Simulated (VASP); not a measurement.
Data:

```yaml
crystal:
  lattice:
    - [10.93707, 0.00000, 0.00000]
    - [0.00000, 10.93707, 0.00000]
    - [0.00000, 0.00000, 10.93707]
  atoms:
    - { symbol: Si, position: [0.49945, 0.99973, 0.99977] }
    - { symbol: Si, position: [0.62660, 0.12470, 0.12489] }
    - { symbol: Si, position: [0.75020, 0.24967, 0.99896] }
    - { symbol: Si, position: [0.87506, 0.37344, 0.12488] }
    - { symbol: Si, position: [0.75027, 0.99866, 0.24970] }
    - { symbol: Si, position: [0.87513, 0.12466, 0.37337] }
    - { symbol: Si, position: [0.00028, 0.99939, 0.99967] }
    - { symbol: Si, position: [0.12531, 0.12484, 0.12494] }
    - { symbol: Si, position: [0.25116, 0.24920, 0.00080] }
    - { symbol: Si, position: [0.37675, 0.37709, 0.12768] }
    - { symbol: Si, position: [0.49963, 0.50013, 0.99975] }
    - { symbol: Si, position: [0.62260, 0.62317, 0.12767] }
    - { symbol: Si, position: [0.75065, 0.74864, 0.00069] }
    - { symbol: Si, position: [0.87503, 0.87429, 0.12489] }
    - { symbol: Si, position: [0.25109, 0.00072, 0.24939] }
    - { symbol: Si, position: [0.37673, 0.12766, 0.37730] }
    - { symbol: Si, position: [0.49962, 0.24593, 0.24611] }
    - { symbol: Si, position: [0.75383, 0.50043, 0.24603] }
    - { symbol: Si, position: [0.87219, 0.62316, 0.37730] }
    - { symbol: Si, position: [0.49963, 0.99964, 0.50027] }
    - { symbol: Si, position: [0.62263, 0.12762, 0.62320] }
    - { symbol: Si, position: [0.75386, 0.24581, 0.50038] }
    - { symbol: Si, position: [0.87222, 0.37707, 0.62318] }
    - { symbol: Si, position: [0.75062, 0.00069, 0.74879] }
    - { symbol: Si, position: [0.87500, 0.12489, 0.87462] }
    - { symbol: Si, position: [0.00021, 0.50044, 0.99979] }
    - { symbol: Si, position: [0.12512, 0.62440, 0.12618] }
    - { symbol: Si, position: [0.24969, 0.75025, 0.00090] }
    - { symbol: Si, position: [0.37539, 0.87494, 0.12615] }
    - { symbol: Si, position: [0.00102, 0.24964, 0.24971] }
    - { symbol: Si, position: [0.12482, 0.37503, 0.37508] }
    - { symbol: Si, position: [0.25084, 0.50045, 0.25255] }
    - { symbol: Si, position: [0.37436, 0.62564, 0.37879] }
    - { symbol: Si, position: [0.49941, 0.74920, 0.25257] }
    - { symbol: Si, position: [0.62481, 0.87515, 0.37517] }
    - { symbol: Si, position: [0.00028, 0.99973, 0.50056] }
    - { symbol: Si, position: [0.12516, 0.12609, 0.62451] }
    - { symbol: Si, position: [0.25083, 0.25251, 0.50059] }
    - { symbol: Si, position: [0.37429, 0.37887, 0.62571] }
    - { symbol: Si, position: [0.62116, 0.62572, 0.62576] }
    - { symbol: Si, position: [0.74737, 0.74924, 0.50059] }
    - { symbol: Si, position: [0.87384, 0.87488, 0.62451] }
    - { symbol: Si, position: [0.24971, 0.00078, 0.75027] }
    - { symbol: Si, position: [0.37549, 0.12612, 0.87485] }
    - { symbol: Si, position: [0.49938, 0.25254, 0.74916] }
    - { symbol: Si, position: [0.62485, 0.37509, 0.87518] }
    - { symbol: Si, position: [0.74743, 0.50049, 0.74922] }
    - { symbol: Si, position: [0.87383, 0.62439, 0.87488] }
    - { symbol: Si, position: [0.99919, 0.74863, 0.24937] }
    - { symbol: Si, position: [0.12462, 0.87522, 0.37571] }
    - { symbol: Si, position: [0.00013, 0.50001, 0.50017] }
    - { symbol: Si, position: [0.12359, 0.62579, 0.62589] }
    - { symbol: Si, position: [0.24920, 0.75050, 0.50194] }
    - { symbol: Si, position: [0.37397, 0.87608, 0.62600] }
    - { symbol: Si, position: [0.99917, 0.24923, 0.74877] }
    - { symbol: Si, position: [0.12461, 0.37556, 0.87536] }
    - { symbol: Si, position: [0.24923, 0.50193, 0.75071] }
    - { symbol: Si, position: [0.37395, 0.62592, 0.87628] }
    - { symbol: Si, position: [0.49800, 0.75062, 0.75081] }
    - { symbol: Si, position: [0.62432, 0.87525, 0.87538] }
    - { symbol: Si, position: [0.99906, 0.75021, 0.75028] }
    - { symbol: Si, position: [0.12477, 0.87516, 0.87521] }
    - { symbol: As, position: [0.51284, 0.48724, 0.48731] }
```
Cell charge +1.

Method: HSE06 screened hybrid, VASP's PBE PAW potentials (set 64) (plane waves; VASP). Settings: PREC = Normal, LREAL = Auto, ISYM = 0, NELECT = 252.0, EDIFF = 1E-5, 400 eV cut-off, 1×1×1 Γ-centred mesh, Gaussian smearing of 0.050 eV, potentials Si As.

The cell is charged, with a uniform compensating background. The supercell is sampled at Γ alone, which is coarse: total energies, pressure and levels can be off, energies of defects by several tenths of an eV.

Q: Estimate the energy per atom (σ→0), largest force.

A: 
The energy per atom (σ→0) is -6.242 eV/atom and the largest force is 0.00886 Ha/bohr.

The cell is a supercell with a defect, built from Si (diamond): As_Si-vac_Si, charge +1. The cell's shape comes from a PBE relaxation. The run is not spin-polarised, so no state with unpaired spins was tried.
